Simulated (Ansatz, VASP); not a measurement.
# CoCl2: VASP beside Ansatz, part 3 of 3

Wanted: the spread between two codes on one cell, functional and k mesh. The cell is taken from a series of runs on this material, whose earlier steps may have relaxed, scaled, displaced or heated it; both programs get it as it stands.

VASP 6.6.1 and Ansatz 0.2.0.

So far. Step 3 (VASP: single point, PBEsol, DFT+U, pair 1): The run ends at a pressure of -1.80 GPa, with forces up to 0.24 eV/Å.

### Step 6. VASP: single point, PBEsol, DFT+U, pair 2

Level of this step: PBEsol, DFT+U (Co d 1.4 eV), spin-polarised from an antiferromagnetic start; plane waves and PAW (Co, Cl) (VASP).

The same cell, functional, mesh and smearing now go to VASP, with its own data sets.

Contents of INCAR:

```
SYSTEM = CoCl2
PREC = Accurate
ENCUT = 520
EDIFF = 1E-06
NELM = 200
ISMEAR = -1
SIGMA = 0.02
LREAL = .FALSE.
ALGO = Normal
GGA = PS
NBANDS = 32
ISPIN = 2
MAGMOM = 2.53 -2.53 -0.16 0.16 0.16 -0.16
LDAU = .TRUE.
LDAUTYPE = 2
LDAUL = 2 -1
LDAUU = 1.4 0
LDAUJ = 0 0
LDAUPRINT = 1
LASPH = .TRUE.
LMAXMIX = 4
LORBIT = 11
LWAVE = .FALSE.
LCHARG = .FALSE.
ISIF = 2
GGA_COMPAT = .FALSE.
KPAR = 2
```

Contents of POSCAR:

```
CoCl2
1.0
    3.5400119547      0.0000000000      0.0000000000
   -1.7700059773      3.0657402824      0.0000000000
    0.0000000000      0.0000000000     11.9450125400
Co Cl
2 4
Direct
    0.0000000000      0.0000000000      0.0000000000
    0.0000000000      0.0000000000      0.5000000000
    0.6666666667      0.3333333333      0.3891275600
    0.6666666667      0.3333333333      0.8891275600
    0.3333333333      0.6666666667      0.1108724400
    0.3333333333      0.6666666667      0.6108724400
```

Contents of KPOINTS:

```
Automatic mesh
0
Gamma
10 10 3
0 0 0
```

PAW data sets: Co and Cl (PBE family, release 64).

Run with:

```bash
$ mpirun -np 2 vasp_std
```

Numbers of over 12 decimals in the logs are rounded to 6 here.

The log of the run:

```text
[banner, memory and clock lines left out]
running    2 mpi-ranks, on    1 nodes
[...]
[... a notice as in an earlier step ...]

 LDA part: xc-table for (Slater+PW92), standard interpolation
 POSCAR, INCAR and KPOINTS ok, starting setup
[...]
entering main loop
       N       E                     dE             d eps       ncg     rms          rms(c)
DAV:   1     0.409354415499E+03    0.40935E+03   -0.19629E+04  4608   0.138E+03
DAV:   2     0.286245603776E+02   -0.38073E+03   -0.35404E+03  4992   0.325E+02
DAV:   3    -0.247971238895E+02   -0.53422E+02   -0.51852E+02  5832   0.135E+02
DAV:   4    -0.268412416307E+02   -0.20441E+01   -0.20367E+01  5680   0.303E+01
[...]
DAV:  15    -0.254917587205E+02   -0.37186E-04   -0.21805E-04  7112   0.158E-01    0.294E-02
DAV:  16    -0.254917757616E+02   -0.17041E-04   -0.27497E-05  6120   0.624E-02    0.191E-02
DAV:  17    -0.254917759296E+02   -0.16807E-06   -0.44175E-06  5568   0.358E-02
   1 F= -.25491776E+02 E0= -.25491776E+02  d E =-.647254E-12  mag=     0.0000
```

Parts of OUTCAR (step 6):

```text
  Total       -1.9717594     -1.9717594     -1.4330096     -0.0000000      0.0000000      0.0000000
  in kB      -24.3690048    -24.3690048    -17.7105876     -0.0000000      0.0000000      0.0000000
  external PRESSURE =     -22.1495324 kB  Pullay stress =       0.0000000 kB

 POSITION                                       TOTAL-FORCE (eV/Angst)
 -----------------------------------------------------------------------------------
      0.00000      0.00000      0.00000         0.000000     -0.000000     -0.000000
      0.00000      0.00000      5.97251         0.000000     -0.000000     -0.000000
      1.77001      1.02191      4.64813        -0.000000      0.000000      0.275044
      1.77001      1.02191     10.62064        -0.000000      0.000000      0.275044
     -0.00000      2.04383      1.32437        -0.000000     -0.000000     -0.275044
     -0.00000      2.04383      7.29688         0.000000     -0.000000     -0.275044
 -----------------------------------------------------------------------------------
    total drift:                               -0.000000      0.000000      0.000000

  FREE ENERGIE OF THE ION-ELECTRON SYSTEM (eV)
  ---------------------------------------------------
  free  energy   TOTEN  =       -25.4917759296 eV

  energy  without entropy=      -25.4917759296  energy(sigma->0) =      -25.49177593

 magnetization (x)
# of ion       s       p       d       tot
------------------------------------------
    1        0.012   0.010   2.541   2.563
    2       -0.012  -0.010  -2.541  -2.563
    3       -0.008  -0.143   0.000  -0.151
    4        0.008   0.143   0.000   0.151
    5        0.008   0.143   0.000   0.151
    6       -0.008  -0.143   0.000  -0.151
--------------------------------------------------
tot          0.000   0.000   0.000   0.000

[... 2 parts as in an earlier step ...]

[... 1 further part left out ...]
[key lines of the parts left out:]
E-fermi :   2.5900
```

The run ends at a pressure of -2.21 GPa, with forces up to 0.28 eV/Å.

### Step 7. Side by side

What differs besides the data sets and the points named for the pairs above, as far as they apply: the data sets hold 62 valence electrons in Ansatz (on its default PAW (the set named soft_2) files) and 46 in VASP. Total energies have different zeros and are not compared.

Compared:

```tsv
quantity	Ansatz	VASP	difference
gap on the k mesh (eV)	1.340	1.243	+0.096
moment on Co1 (μB)	2.53	2.56	-0.03
moment on Co2 (μB)	-2.53	-2.56	+0.03
moment on Cl3 (μB)	-0.16	-0.15	-0.01
moment on Cl4 (μB)	0.16	0.15	+0.01
moment on Cl5 (μB)	0.16	0.15	+0.01
moment on Cl6 (μB)	-0.16	-0.15	-0.01
```

A gap on the mesh is an upper bound, since the band edges may lie between its points.

### Step 8. Further runs

Further runs change the set-up of one program: Ansatz's method, potentials or start, or VASP's data sets, cutoff or form of LDA. The table gives Ansatz less VASP for each quantity, since a change that brings one quantity closer may part another. Site moments also change with the sphere that a data set brings.

```tsv
run	gap on the k mesh (eV)	moment on Co1 (μB)	moment on Co2 (μB)	moment on Cl3 (μB)	moment on Cl4 (μB)	moment on Cl5 (μB)
as above	0.096	-0.030	0.030	-0.0060	0.0060	0.0060
VASP with the data sets Co_sv and Cl	0.18	0.025	-0.025	-0.0080	0.0080	0.0080
```

### Step 9. Ansatz: single point, PBEsol, DFT+U, pair 3

With cell and atoms fixed, the geometry can't cause a difference; cores, projectors, grids and the points listed under the comparison can.

The cell is taken from a series of runs on this material, whose earlier steps may have relaxed, scaled, displaced or heated it; both programs get it as it stands.

Contents of input.yaml:

```yaml
crystal:
  lattice:
    - [3.5400119547, 0.0, 0.0]
    - [-1.7700059773, 3.0657402824, 0.0]
    - [0.0, 0.0, 11.94501254]
  atoms:
    - { symbol: Co, position: [0.0, 0.0, 0.0], spin: 2.6 }
    - { symbol: Co, position: [0.0, 0.0, 0.5], spin: -2.6 }
    - { symbol: Cl, position: [0.66666667, 0.33333333, 0.38912756] }
    - { symbol: Cl, position: [0.66666667, 0.33333333, 0.88912756] }
    - { symbol: Cl, position: [0.33333333, 0.66666667, 0.11087244] }
    - { symbol: Cl, position: [0.33333333, 0.66666667, 0.61087244] }
magnetization:
  spin_polarized: true
kpoints:
  mp_grid: { grid: [10, 10, 3] }
  band_path:
    path:
      - [0.0, 0.0, 0.0]
      - [0.5, 0.0, 0.0]
      - [0.3333333333, 0.3333333333, 0.0]
      - [0.0, 0.0, 0.0]
      - [0.0, 0.0, 0.5]
      - [0.5, 0.0, 0.5]
      - [0.3333333333, 0.3333333333, 0.5]
    npoints: 11
hamiltonian:
  xc: pbesol
  hubbard:
    sites:
      - { species: Co, l: d, u_eff: 2.45, starting_ns: occupation_matrices }
scf:
  occupations: { method: fermi_dirac, width: 0.02 }
  lower_state_search: "off"
output:
  write_bands: true
  eigenstates:
    nscf_kmesh: { grid: [10, 10, 3] }
    top_band: c46
    exchange_couplings: { magnetic: [{ species: Co }] }
checkpoint:
  read: ground.run
  write: this.run
  compress: false
  write_wavefunctions: false
  write_every: 100000
```

Run with:

```bash
$ ansatz run input.yaml --threads 2 --pin off --max-ram 5120MiB --backend cpu --events-out ev --progress --plain --runs-dir out
```

The log of the run:

```text
[...]
Crystal: 6 atoms, lattice volume = 129.636 Å³
Basis set: ecut = 420 eV, 2517 PW (Γ)
Bands: 41, of which v1, the nominal top of the filled ones, is band 31 counted from 1 (30 counted from 0)
Symmetry: 12 space group operations
[...]
k-points: 36 of 300
[...]
Starting moments: Σ|m| = 5.2 μB on 2 of 6 sites
[...]
k-point 0 ↑: bands = [... 27 lower, 3.1753, 3.2524, 4.1734, 4.1734, 6.1641, 7.1202, 7.1202, 8.9315, ... 6 higher]
  k-point 1 ↑: bands = [... 27 lower, 3.1730, 3.1730, 4.1738, 4.1738, 6.1667, 7.1201, 7.1201, 9.1619, ... 6 higher]
  k-point 2 ↑: bands = [... 27 lower, 3.3078, 3.4287, 3.8874, 4.1195, 6.2124, 6.9739, 7.0824, 9.3523, ... 6 higher]
  k-point 35 ↓: bands = [... 27 lower, 3.5280, 3.6469, 3.7580, 3.7817, 6.0842, 6.7925, 6.9480, 10.6447, ... 6 higher]
Occupation matrices written to <dir>
[key lines of the parts left out:]
SCF converged after 19 iterations
Magnetization: 0.0000 μB (31.0000 up, 31.0000 down)
Free energy (F): -14431.128115 eV
Fermi energy:    5.112796 eV
```

### Step 10. VASP: single point, PBEsol, DFT+U, pair 3

The same cell, functional, mesh and smearing now go to VASP, with its own data sets.

Changes to INCAR since step 6:

```diff
@@ -12,3 +12,3 @@
 ISPIN = 2
-MAGMOM = 2.53 -2.53 -0.16 0.16 0.16 -0.16
+MAGMOM = 2.57 -2.57 -0.14 0.14 0.14 -0.14
 LDAU = .TRUE.
@@ -16,3 +16,3 @@
 LDAUL = 2 -1
-LDAUU = 1.4 0
+LDAUU = 2.45 0
 LDAUJ = 0 0
```

POSCAR is that of step 6.

KPOINTS is that of step 6.

Run with:

```bash
$ mpirun -np 2 vasp_std
```

The log of the run:

```text
[... set-up lines as in an earlier step ...]
 entering main loop
       N       E                     dE             d eps       ncg     rms          rms(c)
DAV:   1     0.410521019579E+03    0.41052E+03   -0.19674E+04  4608   0.138E+03
DAV:   2     0.304625525528E+02   -0.38006E+03   -0.35360E+03  4984   0.325E+02
DAV:   3    -0.232511460297E+02   -0.53714E+02   -0.52166E+02  5864   0.136E+02
DAV:   4    -0.252608133946E+02   -0.20097E+01   -0.20028E+01  5656   0.301E+01
[...]
DAV:  16    -0.248519488203E+02   -0.77722E-05   -0.22287E-05  5864   0.717E-02    0.117E-02
DAV:  17    -0.248519505557E+02   -0.17354E-05   -0.62308E-06  6960   0.366E-02    0.582E-03
DAV:  18    -0.248519505107E+02    0.44940E-07   -0.94609E-07  3640   0.121E-02
   1 F= -.24851951E+02 E0= -.24851951E+02  d E =-.144329E-10  mag=     0.0000
```

From OUTCAR (step 10):

```text
  Total       -1.4757946     -1.4757946     -1.0674929     -0.0000000      0.0000000      0.0000000
  in kB      -18.2393691    -18.2393691    -13.1931620     -0.0000000      0.0000000      0.0000000
  external PRESSURE =     -16.5573001 kB  Pullay stress =       0.0000000 kB

 POSITION                                       TOTAL-FORCE (eV/Angst)
 -----------------------------------------------------------------------------------
      0.00000      0.00000      0.00000        -0.000000      0.000000     -0.000000
      0.00000      0.00000      5.97251        -0.000000      0.000000     -0.000000
      1.77001      1.02191      4.64813         0.000000      0.000000      0.219622
      1.77001      1.02191     10.62064         0.000000      0.000000      0.219622
     -0.00000      2.04383      1.32437        -0.000000     -0.000000     -0.219622
     -0.00000      2.04383      7.29688        -0.000000     -0.000000     -0.219622
 -----------------------------------------------------------------------------------
    total drift:                               -0.000000      0.000000      0.000000

  FREE ENERGIE OF THE ION-ELECTRON SYSTEM (eV)
  ---------------------------------------------------
  free  energy   TOTEN  =       -24.8519505107 eV

  energy  without entropy=      -24.8519505107  energy(sigma->0) =      -24.85195051

 magnetization (x)
# of ion       s       p       d       tot
------------------------------------------
    1        0.013   0.011   2.589   2.613
    2       -0.013  -0.011  -2.589  -2.613
    3       -0.008  -0.126   0.000  -0.134
    4        0.008   0.126   0.000   0.134
    5        0.008   0.126   0.000   0.134
    6       -0.008  -0.126   0.000  -0.134
--------------------------------------------------
tot          0.000   0.000   0.000   0.000

[... 2 parts as in an earlier step ...]

[... 1 further part left out ...]
[key lines of the parts left out:]
E-fermi :   2.2188
```

The run ends at a pressure of -1.66 GPa, with forces up to 0.22 eV/Å.

### Step 11. Comparison

What differs besides the data sets and the points named for the pairs above, as far as they apply: the data sets hold 62 valence electrons in Ansatz (on its default PAW (the set named soft_2) files) and 46 in VASP. Total energies have different zeros and are not compared.

Compared:

```tsv
quantity	Ansatz	VASP	difference
gap on the k mesh (eV)	1.910	1.919	-0.009
moment on Co1 (μB)	2.57	2.61	-0.05
moment on Co2 (μB)	-2.57	-2.61	+0.05
moment on Cl3 (μB)	-0.14	-0.13	-0.01
moment on Cl4 (μB)	0.14	0.13	+0.01
moment on Cl5 (μB)	0.14	0.13	+0.01
moment on Cl6 (μB)	-0.14	-0.13	-0.01
```

A gap on the mesh is an upper bound, since the band edges may lie between its points.

### Step 12. Outcome

```yaml
difference_in_gap_on_the_k_mesh_single_point_pbesol_dft_u_pair_1: -3.3e-4 eV
difference_in_gap_on_the_k_mesh_single_point_pbesol_dft_u_pair_2: 0.096 eV
difference_in_gap_on_the_k_mesh_single_point_pbesol_dft_u_pair_3: -0.0091 eV
```

**Reading.** The difference in gap on the k mesh is 0.096 eV (single point, PBEsol, DFT+U, pair 2). The data sets hold unlike numbers of valence electrons (62 in Ansatz and 46 in VASP), so part of the differences comes from the potentials. Single point, PBEsol, DFT+U, pair 2, VASP with the data sets Co_sv and Cl: the difference in gap on the k mesh goes from 0.096 to 0.18 eV; the difference in moment on Co1 goes from -0.030 to 0.025 μB; the difference in moment on Co2 goes from 0.030 to -0.025 μB; the difference in moment on Cl3 goes from -0.0060 to -0.0080 μB; the difference in moment on Cl4 goes from 0.0060 to 0.0080 μB; the difference in moment on Cl5 goes from 0.0060 to 0.0080 μB. 3 further runs of this series are not shown here. How closely two codes agree says nothing of how well the functional describes the real material.

[Lines on the potential files, build, host, timing and source positions are cut from VASP's logs without a mark.]

[Logs are printed without paths, hosts, clocks, repeated set-up lines and the standing remarks that a program may print on its own settings, such as how far it seeks lower states.]

[Hosts, paths, dates, database ids (printed as entryN), source tags and the programs' standing remarks are cut or masked in the printed files.]
